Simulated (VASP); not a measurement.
Crystal: KBr.

```
K Br
1.0
     0.00000    3.32765    3.32765
     3.32765    0.00000    3.32765
     3.32765    3.32765    0.00000
K Br
1 1
Cartesian
  0.0000 0.0000 0.0000
  3.3277 3.3277 3.3277
```

The cell was built by a generator and needn't be a form met in nature.

```yaml
Program: VASP 6.6.1
Task: relaxation of cell and atoms
Functional: PBE
Dispersion: D3(BJ)
Potentials_or_basis: VASP PAW PBE potentials, release 64 (K_sv, Br)
Cutoff: 600 eV
k_mesh: 5 × 5 × 5
Occupations: fermi-dirac, width 0.1 eV
Spin: no spin polarisation
```

At the start: pressure -0.5 GPa; volume 36.85 Å³/atom.

Task: How do energy, volume and symmetry change on relaxing?

Result: Over 4 steps the energy falls by 2.4 meV/atom and the volume is 35.51 Å³/atom (-3.6 %); space group Fm-3m (No. 225, to 0.05 Å).

Step by step:
```csv
step,energy change (eV),largest force (eV/Å),pressure (GPa),volume (Å³)
1,0.0000,0.0000,-0.55,73.70
2,-0.0035,0.0000,-0.28,72.36
3,-0.0047,0.0000,-0.09,71.43
4,-0.0049,0.0000,-0.01,71.02
```

Final structure:
```yaml
crystal:
  lattice:
    - [0.00000, 3.28693, 3.28693]
    - [3.28693, 0.00000, 3.28693]
    - [3.28693, 3.28693, 0.00000]
  atoms:
    - { symbol: K, position: [0.00000, 0.00000, 0.00000] }
    - { symbol: Br, position: [0.50000, 0.50000, 0.50000] }
```
